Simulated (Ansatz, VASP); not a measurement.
## Cross-check of AlZn (AlZn in the L11 ordering) between VASP and Ansatz

One calculation is typed for both programs; each brings its own data sets. How far apart do they land? The cell is generated by rule, not measured, and may not be a known phase. The cell is taken from a series of runs on this material, whose earlier steps may have relaxed, scaled, displaced or heated it; both programs get it as it stands.

Method: plane waves, with VASP 6.6.1 beside it; LDA, in Ansatz 0.2.0.

The structure was built from a prototype and need not be the compound's stable phase.

**1. Starting point**

It takes space group R-3m (No. 166, trigonal). Conventional cell: a = 2.736 Å, b = 2.736 Å, c = 13.656 Å, α = 90.00°, β = 90.00°, γ = 120.00°. Nearest to Al lie 6 Al at 2.74 Å and 6 Zn at 2.77 Å. Nearest to Zn lie 6 Zn at 2.74 Å and 6 Al at 2.77 Å. Farther neighbours are not listed.

**2. Ansatz: zone-centre phonons, LDA**

Ansatz runs on its default PAW (the set named soft_2) files.

Second derivatives magnify differences that forces hide, and they need a tight electronic threshold.

input.yaml reads:

```yaml
crystal:
  lattice:
    - [3.9177656045, 1.983182669, 1.983182669]
    - [1.983182669, 3.9177656045, 1.983182669]
    - [1.983182669, 1.983182669, 3.9177656045]
  atoms:
    - { symbol: Al, position: [0.0, 0.0, 0.0] }
    - { symbol: Zn, position: [0.5, 0.5, 0.5] }
kpoints:
  mp_grid: { grid: [8, 8, 8] }
hamiltonian:
  xc: lda
scf:
  occupations: { method: methfessel_paxton, width: 0.2 }
output:
  eigenvalues: true
phonons:
  method: dfpt
  qmesh: [2, 2, 2]
  temperatures: { t_max: 1000, t_step: 50 }
  qpath:
    path:
      - [[0.0, 0.0, 0.0], [0.5, 0.5, 0.5], [0.81326341, 0.18673659, 0.5]]
      - [[0.5, -0.18673659, 0.18673659], [0.5, 0.0, 0.0], [0.0, 0.0, 0.0], [0.3433683, -0.3433683, 0.0]]
      - [[0.6566317, 0.0, 0.3433683], [0.5, 0.0, 0.5], [0.0, 0.0, 0.0]]
    npoints: 10
```

Run with:

```sh
> ansatz run input.yaml --threads 4 --pin off --max-ram 8192MiB --backend cpu --events-out ev --progress --plain --runs-dir out
```

Numbers of over 12 decimals in the logs are rounded to 6 here.

Log:

```text
Engine: ansatz 0.2.0, aarch64-unknown-linux-gnu
Pseudopotentials: kind: paw
Pseudopotential: Al, paw, valence charge 3, recommended cutoff 420 eV (normal), Al.paw.azcp
Pseudopotential: Zn, paw, valence charge 12, recommended cutoff 420 eV (normal), Zn.paw.azcp
Functional definition: SPW92
  exchange = slater_x
  correlation = pw_c
Crystal: 2 atoms, lattice volume = 29.507 Å³
Basis set: ecut = 420 eV, 561 PW (Γ), exchange–correlation on 72×72×72 points (8 copies of the dense FFT grid, shifted against one another)
Bands: 12, of which v1, the nominal top of the filled ones, is band 8 counted from 1 (7 counted from 0)
Symmetry: 12 space group operations
k-points: 65 of 512
Non-local potential: Al, projectors of the file, l = 0: 2, l = 1: 2, l = 2: 1
Non-local potential: Zn, projectors of the file, l = 0: 2, l = 1: 2, l = 2: 3, l = 3: 1
PAW form: soft (Blöchl's): semilocal exchange-correlation on the pseudo side does not see the compensation charge
PAW frozen core: Al, regenerated for the run's functional, and the local potential with it (the file was generated under x = pbe(κ = 0.804, μ = 0.219515), c = pbe(β = 0.066725))
PAW frozen core: Zn, regenerated for the run's functional, and the local potential with it (the file was generated under x = pbe(κ = 0.804, μ = 0.219515), c = pbe(β = 0.066725))
PAW one-centre angular grid: Al, 110 points (default); XC on 64 Gauss nodes
PAW one-centre angular grid: Zn, 590 points (default); XC on 64 Gauss nodes
Initial density: superposition of atomic densities (neutral atoms: chi_scale 0, normalization atom), corrected by the library's trained network
Initial wavefunctions: pseudopotential atomic-orbital guess
Functional: x = slater, c = lda
SCF iter   1: F=—  HF=-3759.059332 eV  |F-HF|=—  |Δ(HF+E_count)|=         —  Δρ=4.93e-3  dr2=1.58e-2  ethr=1.77e-3  ⟨swp⟩=5.0  Hψ=4327  notcnv=0
preconditioner: auto → none  [metal: Δε(μ)=0.041 eV  Ē_g=12.509 eV  σ=0.200 eV  W_gap=0.17  n_scr=2 (ndim 8)  ℏωp=26.5 eV  f_vac=0.000  D(μ)=1.21/eV (n_scr^D=8)  sad-step TF]
SCF iter   2: F=—  HF=-3759.056221 eV  |F-HF|=—  |Δ(HF+E_count)|=   3.11e-3  S|Δr|=    0.00e0  Δρ=3.28e-3  dr2=6.83e-3  ethr=1.05e-4  ⟨swp⟩=1.0  Hψ=1300  notcnv=0
SCF iter   3: F=—  HF=-3759.054469 eV  |F-HF|=—  |Δ(HF+E_count)|=   1.75e-3  S|Δr|=    0.00e0  Δρ=1.76e-3  dr2=5.03e-4  ethr=4.55e-5  ⟨swp⟩=2.8  Hψ=1212  notcnv=0
SCF iter   4: F=—  HF=-3759.054242 eV  |F-HF|=—  |Δ(HF+E_count)|=   2.27e-4  S|Δr|=    0.00e0  Δρ=2.07e-4  dr2=2.54e-5  ethr=3.35e-6  ⟨swp⟩=2.0  Hψ=1124  notcnv=0
SCF iter   5: F=—  HF=-3759.054235 eV  |F-HF|=—  |Δ(HF+E_count)|=   7.57e-6  S|Δr|=    0.00e0  Δρ=1.14e-4  dr2=2.03e-6  ethr=1.69e-7  ⟨swp⟩=1.9  Hψ=885  notcnv=0
SCF iter   6: F=—  HF=-3759.054235 eV  |F-HF|=—  |Δ(HF+E_count)|=   8.01e-7  S|Δr|=    0.00e0  Δρ=7.62e-5  dr2=8.82e-7  ethr=1.35e-8  ⟨swp⟩=2.0  Hψ=1223  notcnv=0
SCF iter   7: F=—  HF=-3759.054235 eV  |F-HF|=—  |Δ(HF+E_count)|=   2.73e-7  S|Δr|=    0.00e0  Δρ=5.22e-6  dr2=4.61e-9  ethr=5.88e-9  ⟨swp⟩=2.0  Hψ=1090  notcnv=0
SCF iter   8: F=—  HF=-3759.054235 eV  |F-HF|=—  |Δ(HF+E_count)|=   2.06e-9  S|Δr|=    0.00e0  Δρ=2.97e-7  dr2=1.39e-11  ethr=3.07e-11  ⟨swp⟩=2.0  Hψ=1164  notcnv=0
SCF iter   9: F=-3759.054235 eV  HF=-3759.054235 eV  |F-HF|=9.09e-13  |Δ(HF+E_count)|=  1.82e-12  S|Δr|=    0.00e0  Δρ=1.21e-8  dr2=2.50e-14  ethr=1.00e-12  ⟨swp⟩=6.1  Hψ=3299  notcnv=0
SCF 1 converged in 9 iterations: F = -3759.054235 eV  dr2 = 2.50e-14
  greatest PAW one-centre occupation: 0.980 electrons in one spin orbital (limit 2), on the Zn atom at site 1 (counted from 0), in its partial waves of l = 2
phonons: the bands overlap, so this run is a metal and interpolates without the dipole-dipole term. If the crystal is really an insulator or semiconductor, its LO-TO splitting is missing
NSCF: frozen V_eff on 65 k-points
NSCF: frozen V_eff on 150 k-points
DFPT response loops at q = (0, 0, 0) (fractional): preconditioner auto → Kerker (q_TF=auto, 2.437 Å⁻¹) (partly filled bands, converged f_vac=0.000); β = 1.00, the filter's whole step (`scf.mixing.beta` (0.50) is not read by the response loops under this deck's `scf.mixing.preconditioner`; to damp them name `kerker` or `kerker_dos`, under which they read `scf.mixing.beta`, and type it under 1.00, their step now; both keys bind the ground state too); Broyden in place of MSR1
NSCF: frozen V_eff on 520 k-points
DFPT response loops at q = (0, 0, -0.5) (fractional): mixed as the last ones told, above
NSCF: frozen V_eff on 520 k-points
DFPT response loops at q = (0, -0.5, -0.5) (fractional): mixed as the last ones told, above
NSCF: frozen V_eff on 300 k-points
DFPT response loops at q = (-0.5, -0.5, -0.5) (fractional): mixed as the last ones told, above
SCF converged after 9 iterations
Stability not checked: this state was not tested for a lower state beside it, because cold or Methfessel-Paxton smearing, or corrected tetrahedra, fill the levels in a way that the test cannot read (fill_not_monotonic; see scf.lower_state_search)
Free energy (F): -3759.054235 eV
Harris-Foulkes:  -3759.054235 eV  (|F-HF|=9.09e-13)
Internal energy: -3759.050426 eV  (E = F + TS)
E sigma→0 (E₀):  -3759.053283 eV
Entropy (-TS):   -0.003809 eV (-1.904 meV/atom)
Fermi energy:    10.274271 eV
--- Per-component energies (eV) ---
  E_band       = 51.511880
  E_kinetic    = 156.143502
  E_local      = -1929.030846  (includes V_loc(G=0)·N_el)
  E_nonlocal   = 623.470524
  E_hartree    = 840.516873
  E_xc         = -176.539887
  E_vxc        = -84.887647  (∫ρ·V_xc dr)
  E_paw        = -2195.487827  (= ΣΔE_a)
  E_vpaw       = -395.217047  (= ΣTr[D̂ρ^β])
  E_aug_tail   = -0.000352  (compensation charges beyond the density's cutoff)
  E_ewald      = -1079.735272
  E_core_change = 1.612858  (= ΣΔE_core)
  E_smearing   = -0.003809  (= −TS)
  E_closure    = 0.000000  (closes the sum)
  Σ components = -3759.054235   (vs F -3759.054235, Δ=0.00e0)
--- Band table (eV; the first three rows and the last of 65) ---
  k-point 0: bands = [... 4 lower, 2.6904, 2.6904, 5.8648, 6.8286, 23.4410, 23.4410, 23.7701, 23.7701]
  k-point 1: bands = [... 4 lower, 2.5311, 2.6724, 6.0876, 7.4731, 18.9806, 21.3945, 22.3460, 22.9972]
  k-point 2: bands = [... 4 lower, 2.6231, 2.6494, 6.8522, 9.1532, 14.1632, 17.8544, 19.8592, 21.1546]
  k-point 64: bands = [... 4 lower, 2.3239, 2.6936, 2.6936, 14.3803, 15.7241, 22.7249, 22.7249, 24.0851]
--- Phonons (Γ-DFPT): 2 representative perturbations + reference (Σ response iterations 7) ---
  ASR residual: 5.142e-6 → 0.000e0 eV/Å²; symmetrization residual: 1.759e-6 eV/Å²
  ASR residual per site (eV/Å²): 4.24e-6 5.14e-6
  Γ frequencies (cm⁻¹): 0.00 0.00 0.00 110.01 110.01 259.41
--- Phonons (arbitrary-q DFPT): 4 irreducible q on the 2×2×2 mesh ---
  q = [0.0000, 0.0000, 0.0000] (star 1, of the zone-centre solve; hermiticity 1.64e-6, symmetrization 4.27e-13): -0.00 -0.00 0.00 110.01 110.01 259.41
  q = [0.0000, 0.0000, -0.5000] (star 3, 4 solved perturbations in 820 linear systems a pass and spin channel, the states on 260 of 512 k-point pairs; hermiticity 3.96e-8, symmetrization 1.98e-13): 87.24 122.77 155.75 156.24 181.27 364.82
  q = [0.0000, -0.5000, -0.5000] (star 3, 4 solved perturbations in 820 linear systems a pass and spin channel, the states on 260 of 512 k-point pairs; hermiticity 4.85e-7, symmetrization 6.90e-14): 83.92 89.73 123.93 188.79 204.42 364.64
  q = [-0.5000, -0.5000, -0.5000] (star 1, 2 solved perturbations on 150 of 512 k-point pairs; hermiticity 2.40e-13, symmetrization 1.06e-12): 68.63 68.63 92.78 92.78 103.78 217.93
  sum rule: each row above includes the acoustic sum rule's correction from the zone centre's row sums; it moved no ω² by more than (0.25 cm⁻¹)²
  mesh force constants: q→R imaginary residual 1.47e-17; ASR residual 5.142e-6 → 0.000e0 eV/Å²; symmetrization residual 1.998e-15 eV/Å²
  interpolated dispersion: 73 rows × 6 modes
  density of states and harmonic sums: on the 26×26×26 q-mesh, interpolated from the force constants of a 2×2×2 supercell (no non-analytic term)
  largest difference from the sums on the solved wave vectors: F 6.22e-2 eV, S 9.45e-5 and C_V 3.23e-5 eV/K
  zero-point energy: 0.060755 eV/cell   skipped modes (ω ≤ 0): 3   left out of the sums: 2.84e-5 of the cell's modes: C_V's classical limit lies that fraction below 3 k_B per atom; for a crystal, a wire or a layer, F and S can be off by more, and a phonons.interpolated_qmesh denser along its periods is the remedy for the sampling
```

**3. VASP: zone-centre phonons, LDA**

The same cell, functional (in two slightly different forms), mesh and smearing now go to VASP, with its own data sets.

Lines of VASP's logs that name or quote its potential files are left out, and so is its time.

INCAR reads:

```
SYSTEM = AlZn
PREC = Accurate
ENCUT = 500
EDIFF = 1E-08
NELM = 120
ISMEAR = 1
SIGMA = 0.2
LREAL = .FALSE.
ALGO = Normal
GGA = PW92
NBANDS = 13
LORBIT = 11
LWAVE = .FALSE.
LCHARG = .FALSE.
ISIF = 2
IBRION = 8
LASPH = .TRUE.
GGA_COMPAT = .FALSE.
KPAR = 2
```

POSCAR reads:

```
AlZn
1.0
    3.9177656045      1.9831826690      1.9831826690
    1.9831826690      3.9177656045      1.9831826690
    1.9831826690      1.9831826690      3.9177656045
Al Zn
1 1
Direct
    0.0000000000      0.0000000000      0.0000000000
    0.5000000000      0.5000000000      0.5000000000
```

KPOINTS reads:

```
Automatic mesh
0
Gamma
8 8 8
0 0 0
```

Potentials, in the order of the species: Al and Zn (LDA family, release 64).

Run with:

```sh
> mpirun -np 2 vasp_std
```

Log:

```text
[banner, memory and clock lines left out]
running    2 mpi-ranks, on    1 nodes
 distrk:  each k-point on    1 cores,    2 groups
 distr:  one band on    1 cores,    1 groups

 POSCAR found type information on POSCAR AlZn
 POSCAR found :  2 types and       2 ions
|                                                                             |
|               ----> ADVICE to this user running VASP <----                  |
|                                                                             |
|     You enforced a specific xc type in the INCAR file but a different       |
|     [... a line on the potential file left out ...]
|     I HOPE YOU KNOW WHAT YOU ARE DOING!                                     |
|                                                                             |

 LDA part: xc-table for (Slater(with rela. corr.)+PW92), standard interpolation
 POSCAR, INCAR and KPOINTS ok, starting setup
 FFT: planning ... GRIDC
 FFT: planning ... GRID_SOFT
 FFT: planning ... GRID
 WAVECAR not read
 entering main loop
       N       E                     dE             d eps       ncg     rms          rms(c)
DAV:   1     0.478661670871E+02    0.47866E+02   -0.64000E+03  1703   0.126E+03
DAV:   2    -0.463768550573E+01   -0.52504E+02   -0.49290E+02  1805   0.223E+02
DAV:   3    -0.638543312703E+01   -0.17477E+01   -0.17218E+01  2055   0.409E+01
DAV:   4    -0.640137949356E+01   -0.15946E-01   -0.15943E-01  1925   0.373E+00
DAV:   5    -0.640164069345E+01   -0.26120E-03   -0.26120E-03  2060   0.509E-01    0.394E+00
DAV:   6    -0.602959123794E+01    0.37205E+00   -0.18018E+00  2138   0.381E+01    0.333E+00
DAV:   7    -0.599083707525E+01    0.38754E-01   -0.15679E-01  2043   0.909E+00    0.152E+00
DAV:   8    -0.597945123859E+01    0.11386E-01   -0.94637E-03  1988   0.112E+00    0.262E-01
DAV:   9    -0.597862807471E+01    0.82316E-03   -0.15726E-03  2306   0.883E-01    0.806E-02
DAV:  10    -0.597861078585E+01    0.17289E-04   -0.87567E-05  2201   0.157E-01    0.594E-02
DAV:  11    -0.597860713478E+01    0.36511E-05   -0.28214E-05  2124   0.124E-01    0.874E-03
DAV:  12    -0.597860699061E+01    0.14417E-06   -0.20219E-06  2016   0.259E-02    0.248E-03
DAV:  13    -0.597860699577E+01   -0.51612E-08   -0.36837E-08  1967   0.183E-03
   1 F= -.59786070E+01 E0= -.59773216E+01  d E =-.385610E-02
 Linear response reoptimize wavefunctions to high precision
DAV:   1    -0.597860699092E+01    0.48478E-08   -0.23121E-08  2079   0.402E-03
DAV:   2    -0.597860699100E+01   -0.77762E-10   -0.62146E-10  1075   0.228E-04
 Linear response DOF=           2
 Linear response progress:
  Degree of freedom:   1/  2
       N       E                     dE             d eps       ncg     rms          rms(c)
RMM:   1    -0.690987308458E-02   -0.69099E-02    0.15984E-02  8330   0.605E-01
RMM:   2    -0.604161942679E-02    0.86825E-03   -0.45600E-04  6020   0.196E-01    0.446E-02
RMM:   3    -0.598275291398E-02    0.58867E-04   -0.10012E-04  6742   0.695E-02    0.219E-02
RMM:   4    -0.597930878585E-02    0.34441E-05   -0.17433E-05  6840   0.254E-02    0.846E-03
RMM:   5    -0.597449868361E-02    0.48101E-05   -0.19104E-06  6729   0.853E-03    0.680E-04
RMM:   6    -0.597515622618E-02   -0.65754E-06   -0.22166E-07  6957   0.250E-03    0.576E-04
RMM:   7    -0.597549113679E-02   -0.33491E-06   -0.28460E-08  6979   0.812E-04    0.131E-04
RMM:   8    -0.597559760008E-02   -0.10646E-06   -0.41024E-09  7272   0.288E-04    0.636E-05
RMM:   9    -0.597557810526E-02    0.19495E-07   -0.44089E-10  7176   0.863E-05    0.148E-05
RMM:  10    -0.597557151236E-02    0.65929E-08   -0.19577E-11  7129   0.281E-05    0.242E-06
 first order change of Fermi-energy   0.16884E-04
 force on displaced ion       1 direction 1 :  -2.167  -1.309  -1.309
 Linear response progress:
  Degree of freedom:   2/  2
       N       E                     dE             d eps       ncg     rms          rms(c)
RMM:   1    -0.209517157930E+00   -0.20952E+00    0.16348E-03  5379   0.209E+00
RMM:   2    -0.208674146272E+00    0.84301E-03   -0.71549E-04  6379   0.253E-01    0.452E-02
RMM:   3    -0.208458985180E+00    0.21516E-03   -0.43410E-05  7204   0.539E-02    0.257E-02
RMM:   4    -0.208272146389E+00    0.18684E-03   -0.28998E-05  7219   0.418E-02    0.349E-03
RMM:   5    -0.208273492498E+00   -0.13461E-05   -0.79785E-07  7452   0.661E-03    0.114E-03
RMM:   6    -0.208277016816E+00   -0.35243E-05   -0.94534E-08  7492   0.170E-03    0.249E-04
RMM:   7    -0.208278701047E+00   -0.16842E-05   -0.19902E-08  7496   0.815E-04    0.618E-05
RMM:   8    -0.208278168087E+00    0.53296E-06   -0.45015E-09  7675   0.293E-04    0.141E-05
RMM:   9    -0.208278090994E+00    0.77093E-07   -0.72216E-10  7692   0.134E-04    0.658E-06
RMM:  10    -0.208278094958E+00   -0.39646E-08   -0.10857E-10  7638   0.664E-05    0.230E-06
 first order change of Fermi-energy   0.76207E-04
 force on displaced ion       2 direction 1 :  -2.189  -1.312  -1.312
 Linear response finished
```

(Continued in part 2 of 2.)

[Lines on the potential files, build, host, timing and source positions are cut from VASP's logs without a mark.]

[Logs are printed without paths, hosts, clocks, repeated set-up lines and the standing remarks that a program may print on its own settings, such as how far it seeks lower states.]

[Hosts, paths, dates, database ids (printed as entryN), source tags and the programs' standing remarks are cut or masked in the printed files.]
